## How the stiffness of boron arsenide fades as the crystal is stretched

A crystal held away from its natural volume pushes or pulls on whatever holds it. The table follows this for boron arsenide, calculated with the PBE density functional for atoms at rest. Volume is given per atom, and the shortest distance is the B–As bond length. Pressure is positive when the crystal is squeezed and negative when it must be pulled outward. One pressure is hidden, that of a stretched cell lying exactly midway in volume between its two neighbours.

VASP 6.6.1 calculations with the PBE functional and PAW potentials for BAs (space group F-43m, two-atom cell) at a series of fixed volumes, without spin polarisation or dispersion correction. The plane-wave cutoff is 520 eV, the k-point mesh 8 × 8 × 8 and the Gaussian smearing 0.02 eV. Pressure is positive in compression.

```tsv
volume (Å³/atom)	shortest distance (Å)	pressure (GPa)
12.709	2.021	15.130
13.128	2.043	9.290
13.547	2.065	4.290
13.626	2.069	3.430
13.687	2.072	2.790
13.966	2.086	0.000
14.246	2.099	-2.500
14.385	2.106	-3.660
14.804	2.126	?
15.223	2.146	-9.490
```

Would it do to take the mean of the two neighbouring pressures? That would be right if equal steps in volume always cost equal steps in pressure. Starting from the smallest cell, four equal steps of 0.419 Å³/atom lower the pressure by 5.84, 5.00, 4.29 and 3.66 GPa. Each step costs less than the one before it, so the crystal softens as it expands.

The usual measure of this stiffness is the bulk modulus B, the pressure needed per relative change of volume. Averaged over an interval, it is 180 GPa between the two smallest cells and 132 GPa around zero pressure. Between the neighbours of the hidden cell it has dropped to 103 GPa. The first half of that last stretch should therefore take more pull than the second half, which places the hidden pressure below the mean.

### Why the crystal softens

Two limits show that the softening has to come. When atoms are pushed together, the repulsion between their electron clouds rises ever more steeply, so each further step costs more. When they are pulled far apart, bonding fades and the pull must finally die away, so the stiffness has to vanish on the way there. Around equilibrium the crystal lies between these limits, where repulsion fades faster with distance than attraction does.

A change of geometry alone would not soften it this much. All bonds here lengthen together and the angles stay fixed, so the energy E depends only on the bond length d. Differentiating E with V proportional to d³ gives, at zero pressure, B′ = 1 − d·E‴/(3E″), where B′ is the change of bulk modulus per unit of pressure and the primes on E count derivatives with respect to d. An ideal spring has E‴ = 0 and so B′ = 1, whereas the known pressures give B′ of about 4.1. Most of the softening thus comes from the lopsided shape of the energy curve, steep on the short side and shallow on the long side. That repulsion and attraction give it this shape is standard theory, which the pressures alone do not prove.

Vibrations of the same crystal point the same way. In the optical vibration, boron and arsenic move against each other. Its squared frequency, a measure of restoring force, falls by 8% between 13.687 and 14.246 Å³/atom, while the fitted bulk modulus falls by 15%. The two need not agree, because this vibration stretches some bonds, shortens others and bends the angles.

The value of B′ also provides a rule for quick estimates: each GPa of pull removes about 4 GPa of bulk modulus. Between the hidden cell's neighbours the mean pull is about 6.6 GPa, so the modulus should be near 132 − 4.1 × 6.6 = 105 GPa. The table gives 103 GPa. Keeping the zero-pressure modulus for the stretched cells would overestimate their pull.

### From softening to a number

The Birch–Murnaghan equation turns this into a pressure. It measures deformation by f = [(V₀/V)^(2/3) − 1]/2, where V₀ is the volume at zero pressure and V the actual volume. The energy is written as a term in f² plus a smaller one in f³, and minus its slope with volume is the pressure:

P = 3B₀ f (1 + 2f)^(5/2) [1 + 1.5(B′ − 4)f]

Here B₀ is the bulk modulus at zero pressure. Fitted to the nine known pressures, the equation gives B₀ = 131.8 GPa and B′ = 4.147, and it misses none of them by more than about 0.01 GPa.

The hidden cell, which took no part in the fit, can be worked by hand with V₀ = 13.966 Å³/atom:

- V₀/V = 13.966/14.804 = 0.9434, so f = −0.01905.
- The factor (1 + 2f)^(5/2) is 0.9074, and the bracket is 0.996.
- P = 3 × 131.8 × (−0.01905) × 0.9074 × 0.996 = −6.81 GPa.

The full fit, which also adjusts V₀ slightly, gives −6.80 GPa.

The total energies offer a second route. Their difference between the two neighbours, divided by the change in volume, gives a mean pressure of −6.70 GPa over the interval. Simpson's rule counts the midpoint four times and each end once, so the midpoint is [6 × (−6.70) + 3.66 + 9.49]/4 = −6.76 GPa; keeping more digits of the mean pressure gives −6.77 GPa. At two known midpoints the same recipe comes out 0.05 GPa too high, and removing that offset gives −6.82 GPa. The finite set of plane waves, which affects energies and stresses differently, is a likely cause, but no run with a larger set is at hand to test it.

The forecast is therefore a negative pressure of about −6.80 GPa, with a range from −6.85 to −6.75 GPa. The range allows for rounding, the choice of equation and the mismatch between energies and stresses. The hidden value should also lie about 0.2 GPa below the neighbours' mean of −6.575 GPa.

### The computed value

The withheld rows as computed:

```tsv
volume (Å³/atom)	shortest distance (Å)	pressure (GPa)
14.804	2.126	-6.800
```

Both forecasts hold: the computed pressure is −6.80 GPa, and it lies 0.2 GPa below the neighbours' mean. The energy route missed by about 0.03 GPa before its correction and by about 0.02 GPa after it, on opposite sides. A constant bulk modulus fitted to the same nine pressures gives −8.09 GPa, a pull too strong by 19% of the computed value. It fails because it gives the stretched crystal a stiffness that it no longer has.

The hit confirms that the pressure curve is smooth and bent, but it does not single out one equation. The Vinet equation, built on a different energy curve, does equally well, as the printed output below shows. A harder test would lie far outside the computed volumes, where the two forms part.

For a real crystal, two limits matter. PBE usually makes solids slightly too large and too soft, so a real crystal is expected to reach zero pressure at a smaller volume and to resist the same relative stretch somewhat more strongly. The stretched cells were also kept perfectly cubic, so the table tells how hard they pull back and not whether a real crystal would break first.

Numerical output:

```
mean bulk modulus from 12.709 to 13.128 A3/atom (GPa): 180
mean bulk modulus from 13.687 to 14.246 A3/atom (GPa): 132.2
mean bulk modulus from 14.385 to 15.223 A3/atom (GPa): 103
fit of pressure on 9 rows: coefficient of 1.5*((s/vol)**(2/3)-1)*(s/vol)**(5/3) 131.8 +/- 0.045, coefficient of 1.125*((s/vol)**(2/3)-1)**2*(s/vol)**(5/3) 19.42 +/- 1.1, s 13.97; rms 0.00505, worst 13.966 0.0106, leave-one-out rms 0.0122
  rows outside the fit (model, value, miss): 14.804 -6.797, -6.8, 0.00274
Birch-Murnaghan pressure derivative of the bulk modulus (no unit): 4.147
fit of pressure on 9 rows: coefficient of 3*(1-y)/y**2*exp(s*(1-y)) 132 +/- 0.036, s 4.725; rms 0.00512, worst 13.966 0.0106, leave-one-out rms 0.0106
  rows outside the fit (model, value, miss): 14.804 -6.803, -6.8, -0.00289
fit of pressure on 9 rows: coefficient of log(BM_s/vol) 139 +/- 7.6; rms 1.1, worst 15.223 -2.48, leave-one-out rms 1.65
  rows outside the fit (model, value, miss): 14.804 -8.091, -6.8, -1.29
mean of the two neighbours' pressures, straight-line guess at 14.804 (GPa): -6.575
Birch-Murnaghan forecast at 14.804 less straight-line guess (GPa): -0.2223
mean pressure from energies between 14.385 and 15.223 (GPa): -6.703
energy route with Simpson's rule, pressure at 14.804 (GPa): -6.767
energy route less computed pressure at known midpoint 13.128 (GPa): 0.05233
energy route less computed pressure at known midpoint 13.966 (GPa): 0.04899
energy route at 14.804 after taking off the mean of these two offsets (GPa): -6.818
fall of squared optical phonon frequency from 13.687 to 14.246 (percent): 7.724
fall of bulk modulus over the same interval, from the fit (percent): 15.31
```
